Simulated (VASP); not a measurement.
# Shielding tensors and field gradients of AcCl3, part 3 of 3

Aim: NMR shielding tensors and field gradients of AcCl3. The cell has space group P6_3/m. The start is a cell from a database of measured crystal structures.

VASP 6.6.1, plane waves and PAW; the level of theory is named at each step.

So far. Step 2 (Ground state): The cell has a gap of 4.66 eV on this mesh and a pressure of -4.3 GPa, which holds the misfit of the given cell and coordinates with this functional, and any error of cutoff, mesh and data sets. Spin-orbit coupling is left out, which can shift or reorder these edges. Forces of up to 0.52 eV/Å remain in these settings, with PBE data sets under LDA.

The database entry behind the starting cell is an old determination (1948), so it need not match the best structure at ambient conditions.

## Step 3: Shielding tensors (continued)

Level of this step: chemical shifts by linear response (GIPAW), LDA; plane waves and PAW (Ac, Cl) (VASP).

Parts of OUTCAR (step 3):

```text
 Found      9 irreducible k-points:

   dimension x,y,z NGX =    48 NGY =   48 NGZ =   30
   dimension x,y,z NGXF=    96 NGYF=   96 NGZF=   60

   ENCUT  =  370.0 eV  27.19 Ry    5.21 a.u.  11.97 11.97  7.15*2*pi/ulx,y,z

   NELECT =      64.0000    total number of electrons

  Total       -6.0055529     -6.0055529     -6.1835951      0.0000000     -0.0000000      0.0000000
  in kB      -41.8522708    -41.8522708    -43.0930347      0.0000002     -0.0000000      0.0000000
  external PRESSURE =     -42.2658588 kB  Pullay stress =       0.0000000 kB

  energy-cutoff  :      370.00
  volume of cell :      229.90
      direct lattice vectors                 reciprocal lattice vectors
     7.630000000  0.000000000  0.000000000     0.131061599  0.075668449  0.000000000
    -3.815000000  6.607773831  0.000000000     0.000000000  0.151336899  0.000000000
     0.000000000  0.000000000  4.560000000     0.000000000  0.000000000  0.219298246

 POSITION                                       TOTAL-FORCE (eV/Angst)
 -----------------------------------------------------------------------------------
      3.81500      2.20259      3.42000        -0.000000      0.000000      0.000000
     -0.00000      4.40518      1.14000        -0.000000      0.000000      0.000000
     -1.27040      6.05933      3.42000         0.504501     -0.141146      0.000000
      4.61233      4.12986      1.14000         0.130014     -0.507484      0.000000
      2.06773      4.67830      3.42000        -0.374487     -0.366338     -0.000000
      5.08540      0.54845      1.14000        -0.504501      0.141146     -0.000000
     -0.79733      2.47792      3.42000        -0.130014      0.507484      0.000000
      1.74727      1.92947      1.14000         0.374487      0.366338      0.000000
 -----------------------------------------------------------------------------------
    total drift:                               -0.000001      0.000000     -0.000000

 Electric field gradients after diagonalization (V/A^2)
 (convention: |V_zz| > |V_xx| > |V_yy|)
----------------------------------------------------------------------
 ion       V_xx      V_yy      V_zz     asymmetry (V_yy - V_xx)/ V_zz
----------------------------------------------------------------------
   1       8.751     8.751   -17.502       0.000
   2       8.751     8.751   -17.502       0.000
   3      26.464     5.614   -32.077       0.650
   4      26.463     5.614   -32.077       0.650
   5      26.466     5.614   -32.079       0.650
   6      26.464     5.614   -32.077       0.650
   7      26.463     5.614   -32.077       0.650
   8      26.466     5.614   -32.079       0.650
----------------------------------------------------------------------

  ORBITAL MAGNETIC SUSCEPTIBILITY, excluding core contribution
 -------------------------------------------------------------
  Approximate magnetic susceptibility, pGv (10^-6 cm^3/mole)
     1       -163.347604         -0.167013          0.000000
     2          0.188881       -163.007084          0.000000
     3          0.000000          0.000000       -166.115830
 -------------------------------------------------------------
  Approximate magnetic susceptibility, vGv (10^-6 cm^3/mole)
     1       -122.800900         -0.010719          0.000000
     2          0.041623       -122.247610          0.000000
     3          0.000000          0.000000       -126.108382

  CSA tensor (J. Mason, Solid State Nucl. Magn. Reson. 2, 285 (1993))
  for chemical shielding  (including the isotropic core contribution)

  BDIR labels direction of applied magnetic field (i.e. B0)
  For BDIR==1, B0 along x-axis, etc.
  Induced field listed along cartesian directions for each BDIR
 ------------------------------------------------------------------------------------------
                 EXCLUDING G=0 CONTRIBUTION              INCLUDING G=0 CONTRIBUTION
 ------------------------------------------------------------------------------------------
  ion  BDIR            X           Y           Z                X           Y           Z
          (   iso_shield        span        skew ) (   iso_shield        span        skew )
 ------------------------------------------------------------------------------------------
    1     1    8939.5994      4.6624      0.0000        8952.0481      4.6725      0.0000
          2      -4.6720   8939.6121     -0.0000          -4.6834   8952.0403     -0.0000
          3       0.0000     -0.0000   8908.9100           0.0000     -0.0000   8921.5262
          (    8929.3738     30.7037     -0.9990 ) (    8941.8715     30.5247     -0.9991 )

    2     1    8939.5994      4.6624      0.0000        8952.0481      4.6725      0.0000
          2      -4.6720   8939.6121     -0.0000          -4.6834   8952.0403     -0.0000
          3       0.0000     -0.0000   8908.9100           0.0000     -0.0000   8921.5262
          (    8929.3738     30.7037     -0.9990 ) (    8941.8715     30.5247     -0.9991 )

    3     1     509.3883    -41.9071      0.0000         521.8370    -41.8970      0.0000
          2     -35.6810    601.6935      0.0000         -35.6924    614.1216      0.0000
          3      -0.0000      0.0000    567.5197          -0.0000      0.0000    580.1359
          (     559.5338    120.5826     -0.1987 ) (     572.0315    120.5677     -0.2017 )

    4     1     545.0256     56.2532      0.0000         557.4744     56.2633      0.0000
          2      62.4792    566.0577      0.0000          62.4677    578.4859      0.0000
          3       0.0000      0.0000    567.5123           0.0000      0.0000    580.1286
          (     559.5319    120.5807     -0.1985 ) (     572.0296    120.5758     -0.2015 )

    5     1     612.2055    -23.6816      0.0000         624.6542    -23.6715      0.0000
          2     -17.4643    498.8729      0.0000         -17.4758    511.3010      0.0000
          3       0.0000      0.0000    567.4994           0.0000      0.0000    580.1157
          (     559.5259    120.5706     -0.1984 ) (     572.0236    120.5904     -0.2013 )

    6     1     509.3883    -41.9071      0.0000         521.8370    -41.8970      0.0000
          2     -35.6810    601.6935      0.0000         -35.6924    614.1216      0.0000
          3      -0.0000      0.0000    567.5197          -0.0000      0.0000    580.1359
          (     559.5338    120.5826     -0.1987 ) (     572.0315    120.5677     -0.2017 )

    7     1     545.0256     56.2532      0.0000         557.4744     56.2633      0.0000
          2      62.4792    566.0577      0.0000          62.4677    578.4859      0.0000
          3       0.0000      0.0000    567.5123           0.0000      0.0000    580.1286
          (     559.5319    120.5807     -0.1985 ) (     572.0296    120.5758     -0.2015 )

    8     1     612.2055    -23.6816      0.0000         624.6542    -23.6715      0.0000
          2     -17.4643    498.8729      0.0000         -17.4758    511.3010      0.0000
          3       0.0000      0.0000    567.4994           0.0000      0.0000    580.1157
          (     559.5259    120.5706     -0.1984 ) (     572.0236    120.5904     -0.2013 )
 ------------------------------------------------------------------------------------------

[... 5 parts as in an earlier step ...]

[... 2 further parts left out ...]
```

The atoms bear forces, and field gradients depend strongly on their positions. Spin-orbit coupling is left out, which changes shieldings on and beside heavy atoms by much.

Numbers from this step:

* Fermi energy: 1.283 eV
* pressure: -4.227 GPa

Valence and core; the G = 0 term is that of a spherical sample. NMR shielding, by row:

| atom | isotropic shielding (ppm) | span (ppm) | skew | isotropic shielding without the G = 0 term (ppm) |
| --- | --- | --- | --- | --- |
| Ac1 | 8942 | 30.52 | -0.9991 | 8929 |
| Ac2 | 8942 | 30.52 | -0.9991 | 8929 |
| Cl3 | 572 | 120.6 | -0.2017 | 559.5 |
| Cl4 | 572 | 120.6 | -0.2015 | 559.5 |
| Cl5 | 572 | 120.6 | -0.2013 | 559.5 |
| Cl6 | 572 | 120.6 | -0.2017 | 559.5 |
| Cl7 | 572 | 120.6 | -0.2015 | 559.5 |
| Cl8 | 572 | 120.6 | -0.2013 | 559.5 |

Ordered as |Vzz| ≥ |Vxx| ≥ |Vyy|, the program's way. Electric field gradients, by row:

| atom | Vxx (V/Å²) | Vyy (V/Å²) | Vzz (V/Å²) | asymmetry |
| --- | --- | --- | --- | --- |
| Ac1 | 8.751 | 8.751 | -17.5 | 0 |
| Ac2 | 8.751 | 8.751 | -17.5 | 0 |
| Cl3 | 26.46 | 5.614 | -32.08 | 0.65 |
| Cl4 | 26.46 | 5.614 | -32.08 | 0.65 |
| Cl5 | 26.47 | 5.614 | -32.08 | 0.65 |
| Cl6 | 26.46 | 5.614 | -32.08 | 0.65 |
| Cl7 | 26.46 | 5.614 | -32.08 | 0.65 |
| Cl8 | 26.47 | 5.614 | -32.08 | 0.65 |

## Step 4: Outcome

| Property | Result |
| --- | --- |
| Ac, isotropic shielding | 8941.9 ppm |
| Cl, isotropic shielding | 572 ppm |

What this shows: At LDA the isotropic shieldings are Ac 8941.9 ppm; Cl 572 ppm. The widest tensor is that of Cl5, with a span (largest less smallest principal value) of 121 ppm. The largest field gradient is Vzz = -32.1 V/Å² at Cl5. Shifts were not obtained, since a shift is the shielding of a reference compound, computed alike, less these values. The G = 0 term is the part set by the sample's shape, taken here for a sphere. Spin-orbit effects on the shifts of and near heavy atoms are left out. No finer mesh was run, so convergence in it isn't shown. VASP's guide advises NLSPLINE for shieldings, which this input doesn't set; the effect wasn't tested. Where the functional isn't the one that the data sets were made with, the shieldings hold that mismatch too. The cell has space group P6_3/m. The given cell is kept, although it stands at -4.2 GPa at LDA and ENCUT = 370 eV, which holds the mismatch of the given cell with this functional, any error of the entry itself and any basis-set error. The atoms weren't relaxed and carry forces of up to 0.52 eV/Å at LDA in the first shielding run, so the numbers belong to the given coordinates, and a relaxation would change them.

[Lines on the potential files, build, host, timing and source positions are cut from VASP's logs without a mark.]

[Logs are printed without paths, hosts, clocks, repeated set-up lines and the standing remarks that a program may print on its own settings, such as how far it seeks lower states.]

[Hosts, paths, dates, database ids (printed as entryN), source tags and the programs' standing remarks are cut or masked in the printed files.]
